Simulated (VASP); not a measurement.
Level of theory: LDA (Ceperley-Alder, Perdew-Zunger), VASP's LDA PAW potentials (set 64) (plane waves; VASP).

The input files of a VASP run:

### INCAR
```
SYSTEM=MgCu4Sn
PREC=Accurate; ENCUT=300; LREAL=.FALSE.
LASPH=.TRUE.
EDIFF=1E-6; NELM=100; ALGO=Normal
LMAXMIX=4
ISMEAR=-1; SIGMA=0.1
ISIF=2
LWAVE=.FALSE.; LCHARG=.FALSE.
```

KPOINTS:
```
Automatic mesh
0
Gamma
9 9 9
0 0 0
```

### POSCAR
```
MgCu4Sn
1.0
  0.0000000000   3.4503760000   3.4503760000
  3.4503760000   0.0000000000   3.4503760000
  3.4503760000   3.4503760000   0.0000000000
Mg Cu Sn
1 4 1
Cart
  5.1755640000   5.1755640000   5.1755640000
  2.5912323760   4.3095196240   4.3095196240
  4.3095196240   4.3095196240   2.5912323760
  4.3095196240   2.5912323760   4.3095196240
  2.5912323760   2.5912323760   2.5912323760
  0.0000000000   0.0000000000   0.0000000000
```

POTCAR, in this order: Mg Cu Sn_d (LDA.64 set). Program: vasp_std.

Output of the run:

File OSZICAR:
```
       N       E                     dE             d eps       ncg     rms          rms(c)
DAV:   1     0.456978075506E+03    0.45698E+03   -0.18648E+04  2528   0.186E+03
DAV:   2     0.229867823108E+02   -0.43399E+03   -0.42485E+03  2520   0.445E+02
DAV:   3    -0.289115042279E+02   -0.51898E+02   -0.50420E+02  2652   0.185E+02
DAV:   4    -0.307373972044E+02   -0.18259E+01   -0.18137E+01  3268   0.441E+01
DAV:   5    -0.308068416062E+02   -0.69444E-01   -0.69428E-01  3808   0.732E+00    0.182E+01
DAV:   6    -0.298466903308E+02    0.96015E+00   -0.67973E+01  3016   0.141E+02    0.114E+01
DAV:   7    -0.263517190473E+02    0.34950E+01   -0.15294E+01  3004   0.704E+01    0.193E+00
DAV:   8    -0.264358493494E+02   -0.84130E-01   -0.22824E+00  3936   0.191E+01    0.293E+00
DAV:   9    -0.262752477712E+02    0.16060E+00   -0.65342E-01  3392   0.136E+01    0.491E-01
DAV:  10    -0.262775398324E+02   -0.22921E-02   -0.34702E-02  2892   0.174E+00    0.439E-01
DAV:  11    -0.262748599477E+02    0.26799E-02   -0.76672E-03  3632   0.144E+00    0.133E-01
DAV:  12    -0.262747119957E+02    0.14795E-03   -0.11780E-03  3928   0.282E-01    0.346E-02
DAV:  13    -0.262747038711E+02    0.81246E-05   -0.55264E-05  3608   0.838E-02    0.148E-02
DAV:  14    -0.262747042207E+02   -0.34965E-06   -0.20975E-05  3912   0.676E-02    0.845E-03
DAV:  15    -0.262747027257E+02    0.14950E-05   -0.32271E-06  2400   0.273E-02    0.432E-03
DAV:  16    -0.262747024318E+02    0.29391E-06   -0.11360E-06  1564   0.101E-02
   1 F= -.26274702E+02 E0= -.26255825E+02  d E =-.377542E-01
```

OUTCAR:
```
------------------------ aborting loop because EDIFF is reached ----------------------------------------
  FORCE on cell =-STRESS in cart. coord.  units (eV):
  Direction    XX          YY          ZZ          XY          YZ          ZX
  --------------------------------------------------------------------------------------
  Total       -1.5492727     -1.5492727     -1.5492727      0.0000000     -0.0000000      0.0000000
  in kB      -30.2140671    -30.2140671    -30.2140671      0.0000000     -0.0000000      0.0000000
  external PRESSURE =     -30.2140671 kB  Pullay stress =       0.0000000 kB
  volume of cell :       82.15
      direct lattice vectors                 reciprocal lattice vectors
     0.000000000  3.450376000  3.450376000    -0.144911743  0.144911743  0.144911743
     3.450376000  0.000000000  3.450376000     0.144911743 -0.144911743  0.144911743
     3.450376000  3.450376000  0.000000000     0.144911743  0.144911743 -0.144911743
 POSITION                                       TOTAL-FORCE (eV/Angst)
 -----------------------------------------------------------------------------------
      5.17556      5.17556      5.17556        -0.000000      0.000000     -0.000000
      2.59123      4.30952      4.30952        -0.012999      0.012999      0.012999
      4.30952      4.30952      2.59123         0.012999      0.012999     -0.012999
      4.30952      2.59123      4.30952         0.012999     -0.012999      0.012999
      2.59123      2.59123      2.59123        -0.012999     -0.012999     -0.012999
      0.00000      0.00000      0.00000        -0.000000      0.000000     -0.000000
 -----------------------------------------------------------------------------------
    total drift:                               -0.000003     -0.000003     -0.000002
  FREE ENERGIE OF THE ION-ELECTRON SYSTEM (eV)
  ---------------------------------------------------
  free  energy   TOTEN  =       -26.2747024318 eV

  energy  without entropy=      -26.2369482226  energy(sigma->0) =      -26.25582533
```
(Selected blocks of OUTCAR.)

At this cut-off the stress carries a Pulay error, which pulls relaxed volumes low.

The structure comes from a computed database's MgCu4Sn entry; how it stands against other phases isn't given here. The cell was not relaxed at this level. The run is one of a series of settings (GGA removed, POTCAR Mg Cu Sn_d (LDA.64 set) against the base run), some of them coarse on purpose.
